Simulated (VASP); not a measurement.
Level of theory: SCAN meta-GGA, VASP's PBE PAW potentials (set 64) (plane waves; VASP).

VASP ran on this input.

POSCAR:
```
Sb
1
    2.1542000000     1.2437280000     3.7580000000
   -2.1542000000     1.2437280000     3.7580000000
    0.0000000000    -2.4874560000     3.7580000000
Sb
2
Direct
  0.2334900000   0.2334900000   0.2334900000
  0.7665100000   0.7665100000   0.7665100000
```

File KPOINTS:
```
Automatic mesh
0
Gamma
9 9 9
0 0 0
```

**INCAR**
```
SYSTEM = Sb
PREC = Accurate
ENCUT = 400
EDIFF = 1E-6
NELM = 100
ALGO = Normal
LREAL = .FALSE.
LASPH = .TRUE.
ISMEAR = 1
SIGMA = 0.1
METAGGA = SCAN
LMIXTAU = .TRUE.
LMAXMIX = 4
LWAVE = .FALSE.
LCHARG = .FALSE.
IBRION = 2
ISIF = 3
NSW = 60
EDIFFG = -0.01
```

POTCAR, in this order: Sb (PBE.64 set). Program: vasp_std.

The run wrote:

**OSZICAR**
```
...
DAV:   5    -0.754565222877E+02   -0.98133E-04   -0.98131E-04  1755   0.269E-01    0.170E+00
DAV:   6    -0.746542257492E+02    0.80230E+00   -0.35429E-01  1561   0.536E+00    0.126E+00
DAV:   7    -0.741711672484E+02    0.48306E+00   -0.10170E-01  1536   0.412E+00    0.180E-01
DAV:   8    -0.745171690779E+02   -0.34600E+00   -0.35652E-01  1542   0.715E+00    0.209E-01
DAV:   9    -0.745199034381E+02   -0.27344E-02   -0.65528E-03  1715   0.820E-01    0.199E-01
DAV:  10    -0.745200170948E+02   -0.11366E-03   -0.83050E-05  1856   0.955E-02    0.201E-01
DAV:  11    -0.745203734136E+02   -0.35632E-03   -0.14199E-03  1534   0.501E-01    0.162E-01
DAV:  12    -0.745212818975E+02   -0.90848E-03   -0.22984E-02  1568   0.175E+00    0.970E-02
DAV:  13    -0.745212212210E+02    0.60677E-04   -0.11497E-02  1531   0.124E+00    0.894E-02
DAV:  14    -0.745207860579E+02    0.43516E-03   -0.39977E-03  1534   0.739E-01    0.545E-02
DAV:  15    -0.745209542041E+02   -0.16815E-03   -0.27063E-04  1722   0.165E-01    0.450E-02
DAV:  16    -0.745206130765E+02    0.34113E-03   -0.17183E-04  1532   0.135E-01    0.289E-02
DAV:  17    -0.745203730752E+02    0.24000E-03   -0.22607E-04  1530   0.167E-01    0.266E-02
DAV:  18    -0.745202633129E+02    0.10976E-03   -0.11439E-04  1598   0.113E-01    0.197E-02
DAV:  19    -0.745202449834E+02    0.18330E-04   -0.62233E-05  1530   0.988E-02    0.954E-03
DAV:  20    -0.745202273872E+02    0.17596E-04   -0.30888E-05  1546   0.677E-02    0.734E-03
DAV:  21    -0.745202275450E+02   -0.15784E-06   -0.13855E-07   864   0.372E-03
   1 F= -.74520228E+02 E0= -.74520223E+02  d E =-.745202E+02
       N       E                     dE             d eps       ncg     rms          rms(c)
DAV:   1    -0.745398628418E+02   -0.19635E-01   -0.39131E-01  1698   0.417E+00    0.344E-01
DAV:   2    -0.745274401840E+02    0.12423E-01   -0.52641E-02  1535   0.251E+00    0.247E-01
DAV:   3    -0.745283841640E+02   -0.94398E-03   -0.21262E-02  1542   0.150E+00    0.596E-02
DAV:   4    -0.745249705948E+02    0.34136E-02   -0.12084E-02  1533   0.115E+00    0.178E-02
DAV:   5    -0.745249094359E+02    0.61159E-04   -0.27994E-03  1594   0.583E-01    0.234E-02
DAV:   6    -0.745247352658E+02    0.17417E-03   -0.54732E-04  1547   0.254E-01    0.148E-02
DAV:   7    -0.745247389372E+02   -0.36714E-05   -0.54134E-05  1568   0.896E-02    0.598E-03
DAV:   8    -0.745247390916E+02   -0.15439E-06   -0.37755E-05  1535   0.736E-02    0.216E-03
DAV:   9    -0.745247362293E+02    0.28623E-05   -0.15592E-05  1532   0.490E-02    0.131E-03
DAV:  10    -0.745247358395E+02    0.38978E-06   -0.17225E-06  1428   0.164E-02
   2 F= -.74524736E+02 E0= -.74524813E+02  d E =-.450829E-02
       N       E                     dE             d eps       ncg     rms          rms(c)
DAV:   1    -0.745278763317E+02   -0.31401E-02   -0.45096E-02  1709   0.142E+00    0.119E-01
DAV:   2    -0.745264050450E+02    0.14713E-02   -0.65995E-03  1563   0.889E-01    0.814E-02
DAV:   3    -0.745264840139E+02   -0.78969E-04   -0.27304E-03  1533   0.541E-01    0.216E-02
DAV:   4    -0.745261226033E+02    0.36141E-03   -0.17451E-03  1530   0.427E-01    0.605E-03
DAV:   5    -0.745261081457E+02    0.14458E-04   -0.45426E-04  1558   0.220E-01    0.920E-03
DAV:   6    -0.745260860904E+02    0.22055E-04   -0.70917E-05  1558   0.916E-02    0.658E-03
DAV:   7    -0.745260859001E+02    0.19030E-06   -0.59329E-06  1599   0.278E-02
   3 F= -.74526086E+02 E0= -.74526139E+02  d E =-.585836E-02
       N       E                     dE             d eps       ncg     rms          rms(c)
DAV:   1    -0.745300489907E+02   -0.39629E-02   -0.93410E-02  1565   0.191E+00    0.108E-01
DAV:   2    -0.745294473572E+02    0.60163E-03   -0.53930E-03  1550   0.758E-01    0.732E-02
DAV:   3    -0.745299686232E+02   -0.52127E-03   -0.10683E-02  1531   0.101E+00    0.282E-02
DAV:   4    -0.745291166455E+02    0.85198E-03   -0.84492E-03  1530   0.916E-01    0.150E-02
DAV:   5    -0.745289384678E+02    0.17818E-03   -0.15018E-03  1536   0.387E-01    0.709E-03
DAV:   6    -0.745289213900E+02    0.17078E-04   -0.23525E-04  1539   0.180E-01    0.475E-03
DAV:   7    -0.745289082586E+02    0.13131E-04   -0.48056E-05  1567   0.863E-02    0.224E-03
DAV:   8    -0.745289085487E+02   -0.29002E-06   -0.39105E-06  1589   0.253E-02
   4 F= -.74528909E+02 E0= -.74528949E+02  d E =-.282265E-02
       N       E                     dE             d eps       ncg     rms          rms(c)
DAV:   1    -0.745414857372E+02   -0.12577E-01   -0.83808E-01  1573   0.579E+00    0.319E-01
DAV:   2    -0.745374227175E+02    0.40630E-02   -0.52817E-02  1546   0.234E+00    0.225E-01
DAV:   3    -0.745381046593E+02   -0.68194E-03   -0.80149E-02  1531   0.259E+00    0.830E-02
DAV:   4    -0.745334224748E+02    0.46822E-02   -0.49561E-02  1530   0.201E+00    0.379E-02
DAV:   5    -0.745326911398E+02    0.73134E-03   -0.13363E-02  1538   0.111E+00    0.299E-02
DAV:   6    -0.745323456783E+02    0.34546E-03   -0.11628E-03  1566   0.388E-01    0.201E-02
DAV:   7    -0.745322006487E+02    0.14503E-03   -0.31327E-04  1654   0.173E-01    0.734E-03
DAV:   8    -0.745322215072E+02   -0.20859E-04   -0.48140E-04  1531   0.247E-01    0.509E-03
DAV:   9    -0.745321886227E+02    0.32885E-04   -0.58051E-05  1536   0.968E-02    0.285E-03
DAV:  10    -0.745321826374E+02    0.59853E-05   -0.22486E-05  1546   0.555E-02    0.124E-03
DAV:  11    -0.745321811740E+02    0.14634E-05   -0.18565E-05  1534   0.525E-02    0.625E-04
DAV:  12    -0.745321808342E+02    0.33977E-06   -0.49831E-07   779   0.894E-03
   5 F= -.74532181E+02 E0= -.74532079E+02  d E =-.609493E-02
       N       E                     dE             d eps       ncg     rms          rms(c)
DAV:   1    -0.745322414848E+02   -0.60311E-04   -0.33182E-03  1581   0.364E-01    0.205E-02
DAV:   2    -0.745322167428E+02    0.24742E-04   -0.18887E-04  1564   0.141E-01    0.142E-02
DAV:   3    -0.745322291768E+02   -0.12434E-04   -0.34213E-04  1530   0.177E-01    0.519E-03
DAV:   4    -0.745322060123E+02    0.23165E-04   -0.26251E-04  1530   0.158E-01    0.285E-03
DAV:   5    -0.745322009314E+02    0.50808E-05   -0.76520E-05  1534   0.895E-02    0.166E-03
DAV:   6    -0.745321982697E+02    0.26617E-05   -0.13860E-05  1548   0.420E-02    0.974E-04
DAV:   7    -0.745321975610E+02    0.70870E-06   -0.13518E-06  1209   0.140E-02
   6 F= -.74532198E+02 E0= -.74532097E+02  d E =-.611166E-02
       N       E                     dE             d eps       ncg     rms          rms(c)
DAV:   1    -0.745325241614E+02   -0.32589E-03   -0.11430E-02  1715   0.727E-01    0.496E-02
DAV:   2    -0.745322191334E+02    0.30503E-03   -0.14236E-03  1550   0.404E-01    0.355E-02
DAV:   3    -0.745322233514E+02   -0.42180E-05   -0.47699E-04  1549   0.222E-01    0.844E-03
DAV:   4    -0.745321677333E+02    0.55618E-04   -0.31981E-04  1532   0.182E-01    0.372E-03
DAV:   5    -0.745321621908E+02    0.55425E-05   -0.10883E-04  1580   0.108E-01    0.366E-03
DAV:   6    -0.745321565845E+02    0.56064E-05   -0.17178E-05  1553   0.441E-02    0.247E-03
DAV:   7    -0.745321561547E+02    0.42980E-06   -0.13568E-06   968   0.142E-02
   7 F= -.74532156E+02 E0= -.74532060E+02  d E =0.414063E-04
       N       E                     dE             d eps       ncg     rms          rms(c)
DAV:   1    -0.745323675226E+02   -0.21094E-03   -0.38721E-03  1715   0.423E-01    0.291E-02
DAV:   2    -0.745322676477E+02    0.99875E-04   -0.48241E-04  1550   0.235E-01    0.207E-02
DAV:   3    -0.745322720095E+02   -0.43618E-05   -0.17239E-04  1557   0.134E-01    0.497E-03
DAV:   4    -0.745322549905E+02    0.17019E-04   -0.13327E-04  1532   0.118E-01    0.234E-03
DAV:   5    -0.745322531752E+02    0.18153E-05   -0.54198E-05  1532   0.769E-02    0.216E-03
DAV:   6    -0.745322509455E+02    0.22297E-05   -0.75595E-06  1568   0.294E-02    0.153E-03
DAV:   7    -0.745322510782E+02   -0.13273E-06   -0.41907E-07   767   0.748E-03
   8 F= -.74532251E+02 E0= -.74532152E+02  d E =-.535172E-04
```

OUTCAR:
```
------------------------ aborting loop because EDIFF is reached ----------------------------------------
  FORCE on cell =-STRESS in cart. coord.  units (eV):
  Direction    XX          YY          ZZ          XY          YZ          ZX
  --------------------------------------------------------------------------------------
  Total       -0.0016092     -0.0016092      0.0039290      0.0000000     -0.0000000      0.0000000
  in kB       -0.0428421     -0.0428421      0.1046033      0.0000000     -0.0000000      0.0000000
  external PRESSURE =       0.0063064 kB  Pullay stress =       0.0000000 kB
  volume of cell :       60.18
      direct lattice vectors                 reciprocal lattice vectors
     2.172800453  1.254466978  3.679769542     0.230117772  0.132858552  0.090585383
    -2.172800453  1.254466978  3.679769542    -0.230117772  0.132858552  0.090585383
     0.000000000 -2.508933956  3.679769542     0.000000000 -0.265717105  0.090585383
 POSITION                                       TOTAL-FORCE (eV/Angst)
 -----------------------------------------------------------------------------------
      0.00000      0.00000      2.61414         0.000000      0.000000      0.003067
      0.00000      0.00000      8.42517        -0.000000      0.000000     -0.003067
 -----------------------------------------------------------------------------------
    total drift:                               -0.000000     -0.000000      0.000000
  FREE ENERGIE OF THE ION-ELECTRON SYSTEM (eV)
  ---------------------------------------------------
  free  energy   TOTEN  =       -74.5322510782 eV

  energy  without entropy=      -74.5319553119  energy(sigma->0) =      -74.53215249

 reached required accuracy - stopping structural energy minimisation
```
(Selected blocks of OUTCAR.)

### CONTCAR
```
Sb
   1.00000000000000
     2.1728004534263907    1.2544669780819955    3.6797695420219689
    -2.1728004534263907    1.2544669780819955    3.6797695420219689
     0.0000000000000000   -2.5089339561639910    3.6797695420219689
  Sb
     2
Direct
     0.2368030731966491    0.2368030731966491    0.2368030731966491
     0.7631969268033511    0.7631969268033511    0.7631969268033511
```

The structure comes from a measured Sb entry (R-3m) of the Crystallography Open Database, whose conditions weren't checked. This run relaxes it. Symmetry was kept, so distortions that lower it aren't found.
